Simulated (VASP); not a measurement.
These are PBEsol GGA, VASP's PBE PAW potentials (set 64) (plane waves; VASP) values and carry that method's errors.

VASP ran on this input.

### INCAR
```
! general
SYSTEM = K(110) slab
PREC   = Normal
ENCUT  = 400   ! plane-wave cut-off (eV)
LREAL  = .FALSE.
LASPH  = .TRUE.

! electronic loop
EDIFF  = 1E-5   ! SCF stop (eV)
NELM   = 100   ! most electronic steps
NELMIN = 4
ALGO   = Normal   ! blocked Davidson

! smearing
ISMEAR = 1   ! Methfessel-Paxton
SIGMA  = 0.1   ! width (eV)

! functional
GGA    = PS   ! PBEsol

! ions
IBRION = 2   ! conjugate gradients
NSW    = 50
ISIF   = 2   ! forces and stress, cell fixed
EDIFFG = -0.03

! output
LWAVE  = .TRUE.
LCHARG = .FALSE.

! other
LDIPOL = .TRUE.
IDIPOL = 3
DIPOL  = 0.5 0.5 0.5
```

POSCAR:
```
K(110) slab
1.0
  4.5117203703   0.0000000000   0.0000000000
 -1.5039071190   4.2536909330   0.0000000000
  0.0000000000   0.0000000000  25.8516572566
K
3
Cart
  1.5039066256   2.1268454665   9.2420191725
  0.0000000000   0.0000000000  12.9258286283
  1.5039066256   2.1268454665  16.6096380841
```

File KPOINTS:
```
Regular mesh
0
gamma
7 7 1
0 0 0
```

POTCAR, in this order: K_sv (PBE.64 set). Program: vasp_std.

Output of the run:

**OUTCAR**
```
 ion  position               nearest neighbor table
   1  0.500  0.500  0.358-
   2  0.000  0.000  0.500-
   3  0.500  0.500  0.642-
  LATTYP: Found a base centered orthorhombic cell.
 ALAT       =     5.2096858934
 B/A-ratio  =     1.4142136461
 C/A-ratio  =     4.9622295442
 Subroutine PRICEL returns:
 Original cell was already a primitive cell.
 Subroutine GETGRP returns: Found  8 space group operations
The static configuration has the point symmetry D_2h.
The dynamic configuration has the point symmetry D_2h.
 Subroutine INISYM returns: Found  8 space group operations
 Subroutine IBZKPT returns following result:
 Found     16 irreducible k-points:

 Following reciprocal coordinates:
            Coordinates               Weight
  0.000000  0.000000  0.000000      1.000000
  0.142857  0.000000  0.000000      4.000000
  0.285714 -0.000000  0.000000      4.000000
  0.428571  0.000000  0.000000      4.000000
  0.142857  0.142857  0.000000      2.000000
  0.285714  0.142857  0.000000      4.000000
  0.428571  0.142857  0.000000      4.000000
 -0.428571  0.142857  0.000000      4.000000
 -0.285714  0.142857  0.000000      4.000000
 -0.142857  0.142857  0.000000      2.000000
  0.285714  0.285714  0.000000      2.000000
  0.428571  0.285714  0.000000      4.000000
 -0.428571  0.285714  0.000000      4.000000
 -0.285714  0.285714  0.000000      2.000000
  0.428571  0.428571  0.000000      2.000000
 -0.428571  0.428571  0.000000      2.000000
   k-points           NKPTS =     16   k-points in BZ     NKDIM =     16   number of bands    NBANDS=     17
   number of dos      NEDOS =    301   number of ions     NIONS =      3
   total plane-waves  NPLWV =  72576
   dimension x,y,z NGX =    24 NGY =   24 NGZ =  126
   dimension x,y,z NGXF=    48 NGYF=   48 NGZF=  252
...
```

File OSZICAR:
```
       N       E                     dE             d eps       ncg     rms          rms(c)
DAV:   1     0.159328740759E+03    0.15933E+03   -0.97630E+03   736   0.888E+02
DAV:   2     0.134970850152E+02   -0.14583E+03   -0.14408E+03   632   0.252E+02
DAV:   3    -0.248942883657E+01   -0.15987E+02   -0.15933E+02   855   0.644E+01
DAV:   4    -0.324994281498E+01   -0.76051E+00   -0.75784E+00   815   0.146E+01
DAV:   5    -0.326616822981E+01   -0.16225E-01   -0.16224E-01   869   0.221E+00    0.362E+00
DAV:   6    -0.313514864628E+01    0.13102E+00   -0.28441E-01   623   0.199E+00    0.204E+00
DAV:   7    -0.311034868198E+01    0.24800E-01   -0.16662E-01   687   0.120E+00    0.659E-01
DAV:   8    -0.310764770942E+01    0.27010E-02   -0.31852E-02   683   0.781E-01    0.134E-01
DAV:   9    -0.310717483002E+01    0.47288E-03   -0.35375E-03   738   0.251E-01    0.815E-02
DAV:  10    -0.310760416832E+01   -0.42934E-03   -0.10412E-03   629   0.183E-01    0.383E-02
DAV:  11    -0.310776488985E+01   -0.16072E-03   -0.19595E-04   690   0.775E-02    0.247E-02
DAV:  12    -0.310806888672E+01   -0.30400E-03   -0.29735E-04   579   0.530E-02    0.171E-02
DAV:  13    -0.310821970696E+01   -0.15082E-03   -0.96045E-05   470   0.293E-02    0.876E-03
DAV:  14    -0.310830016680E+01   -0.80460E-04   -0.99278E-05   480   0.240E-02    0.646E-03
DAV:  15    -0.310831809605E+01   -0.17929E-04   -0.91782E-06   508   0.117E-02    0.262E-03
DAV:  16    -0.310832693803E+01   -0.88420E-05   -0.46742E-06   400   0.637E-03
   1 F= -.31083269E+01 E0= -.31084090E+01  d E =-.310833E+01
```

File OUTCAR:
```
------------------------ aborting loop because EDIFF is reached ----------------------------------------
  FORCE on cell =-STRESS in cart. coord.  units (eV):
  Direction    XX          YY          ZZ          XY          YZ          ZX
  --------------------------------------------------------------------------------------
  Total       -0.1437902     -0.1603749     -0.0816539     -0.0234543      0.0000000      0.0000000
  in kB       -0.4643478     -0.5179055     -0.2636885     -0.0757420      0.0000000      0.0000000
  external PRESSURE =      -0.4153139 kB  Pullay stress =       0.0000000 kB
  volume of cell :      496.13
      direct lattice vectors                 reciprocal lattice vectors
     4.511720370  0.000000000  0.000000000     0.221644942  0.078363335  0.000000000
    -1.503907119  4.253690933  0.000000000     0.000000000  0.235089953  0.000000000
     0.000000000  0.000000000 25.851657257     0.000000000  0.000000000  0.038682240
 POSITION                                       TOTAL-FORCE (eV/Angst)
 -----------------------------------------------------------------------------------
      1.50391      2.12685      9.24202        -0.000000     -0.000000      0.009070
      0.00000      0.00000     12.92583        -0.000000      0.000000      0.000000
      1.50391      2.12685     16.60964         0.000000      0.000000     -0.009070
 -----------------------------------------------------------------------------------
    total drift:                                0.000000      0.000000      0.000000
  FREE ENERGIE OF THE ION-ELECTRON SYSTEM (eV)
  ---------------------------------------------------
  free  energy   TOTEN  =        -3.1083269380 eV

  energy  without entropy=       -3.1085731388  energy(sigma->0) =       -3.10840900

 reached required accuracy - stopping structural energy minimisation
```
(Selected blocks of OUTCAR.)

OUTCAR:
```
 val. band max:       -1.3525680187   @ k =   0.1429   0.1429   0.0000

 cond. band min:      -1.2669204824   @ k =  -0.4286   0.4286   0.0000


 Fermi energy:        -1.2994296755

 k-point     1 :       0.0000    0.0000    0.0000
  band No.  band energies     occupation
      1     -33.5379      2.00000
      2     -33.5379      2.00000
      3     -33.3019      2.00000
      4     -17.0974      2.00000
      5     -17.0946      2.00000
      6     -17.0467      2.00000
      7     -17.0464      2.00000
      8     -17.0406      2.00000
      9     -17.0406      2.00000
     10     -16.8426      2.00000
     11     -16.8257      2.00000
     12     -16.8127      2.00000
     13      -3.3679      2.00000
     14      -2.7740      2.00000
     15      -1.8352      2.00000
     16      -0.7222     -0.00000
     17      -0.0071     -0.00000

 k-point     2 :       0.1429    0.0000    0.0000
  band No.  band energies     occupation
      1     -33.5374      2.00000
      2     -33.5374      2.00000
      3     -33.3014      2.00000
      4     -17.0957      2.00000
      5     -17.0937      2.00000
      6     -17.0550      2.00000
      7     -17.0549      2.00000
      8     -17.0434      2.00000
      9     -17.0434      2.00000
     10     -16.8416      2.00000
     11     -16.8325      2.00000
     12     -16.8169      2.00000
     13      -3.1742      2.00000
     14      -2.5849      2.00000
     15      -1.6511      2.00001
     16      -0.6001     -0.00000
     17       0.1481     -0.00000

 k-point     3 :       0.2857   -0.0000    0.0000
  band No.  band energies     occupation
      1     -33.5364      2.00000
      2     -33.5364      2.00000
      3     -33.3004      2.00000
      4     -17.0918      2.00000
      5     -17.0917      2.00000
      6     -17.0790      2.00000
      7     -17.0784      2.00000
      8     -17.0447      2.00000
      9     -17.0445      2.00000
     10     -16.8544      2.00000
     11     -16.8393      2.00000
...
```

The cell is a thin slab with vacuum, built from K (bcc): (110) face.
